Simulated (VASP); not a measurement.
```yaml
crystal:
  lattice:
    - [-1.64383, 1.64383, 1.64383]
    - [1.64383, -1.64383, 1.64383]
    - [1.64383, 1.64383, -1.64383]
  atoms:
    - { symbol: Ta, position: [0.00000, 0.00000, 0.00000] }
```

Level of theory: PBE GGA with D3 dispersion (Becke-Johnson damping), VASP's PBE PAW potentials (set 64) (plane waves; VASP 6.6.1). Settings: 520 eV cut-off, 17×17×17 Γ-centred mesh, tetrahedra with Blöchl corrections, potentials Ta_pv.

Unless said otherwise, spin-orbit coupling is left out, though it shifts the bands of the heavy elements here.

Question: What does the run give for the energy per atom (σ→0), band gap (on the k-mesh) with the smallest direct gap where there is one?

Answer: 
```
Property                                                    Result
------------------------  ----------------------------------------
band gap (on the k-mesh)  none (metal, semimetal or under 0.01 eV)
energy per atom (σ→0)                              -12.475 eV/atom
```

The absolute energy has meaning only against runs of the same code, potentials and settings.

The compound is Ta in the bcc structure. It was relaxed first.
